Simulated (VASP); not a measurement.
An input for Quantum ESPRESSO's pw.x (written as the equivalent of a VASP run, and not itself run):

```
&CONTROL
  calculation = 'scf'
  pseudo_dir = './pseudo'
  outdir = './out'
  tprnfor = .true.
  tstress = .true.
/
&SYSTEM
  ibrav = 0
  nat = 2
  ntyp = 1
  ecutwfc = 82
  occupations = 'smearing'
  smearing = 'gaussian'
  degauss = 0.003675
  input_dft = 'vdw-df2-b86r'
/
&ELECTRONS
  conv_thr = 7.3e-09
  electron_maxstep = 100
/
ATOMIC_SPECIES
  C 12.011 C.upf
CELL_PARAMETERS angstrom
     0.0000000    1.8192367    1.8192367
     1.8192367    0.0000000    1.8192367
     1.8192367    1.8192367    0.0000000
ATOMIC_POSITIONS crystal
  C    0.0000000  0.0000000  0.0000000
  C    0.2500000  0.2500000  0.2500000
K_POINTS automatic
  13 13 13 0 0 0
```

Q: Write the VASP files for the same calculation (rev-vdW-DF2).

A: This is not unique; one that fits is 
**KPOINTS**
```
kpoints
0
gamma
  13 13 13
0 0 0
```

INCAR:
```
SYSTEM = C
PREC = Accurate
ENCUT = 520
EDIFF = 1E-7
NELM = 100
ALGO = Normal
LREAL = .FALSE.
LASPH = .TRUE.
ISMEAR = 0
SIGMA = 0.05
GGA = MK
PARAM1 = 0.1234568
PARAM2 = 0.7114
ZAB_VDW = -1.8867
LUSE_VDW = .TRUE.
AGGAC = 0.0
LWAVE = .FALSE.
LCHARG = .FALSE.
ISIF = 2
```

File POSCAR:
```
C
1
    0.0000000000     1.8192367372     1.8192367372
    1.8192367372     0.0000000000     1.8192367372
    1.8192367372     1.8192367372     0.0000000000
C
2
Direct
  0.0000000000   0.0000000000   0.0000000000
  0.2500000000   0.2500000000   0.2500000000
```

POTCAR, in this order: C (PBE.64 set). Program: vasp_std.

What does not carry over: the potentials are each code's own (VASP's PAW set, PseudoDojo norm-conserving files in pw.x), so ENCUT and ecutwfc are chosen apart and not converted; conv_thr bounds pw.x's estimated SCF error, while EDIFF bounds the energy change between steps.

The compound is C in the diamond structure. This cell is one point of a volume scan, at 1.06 of the reference volume.
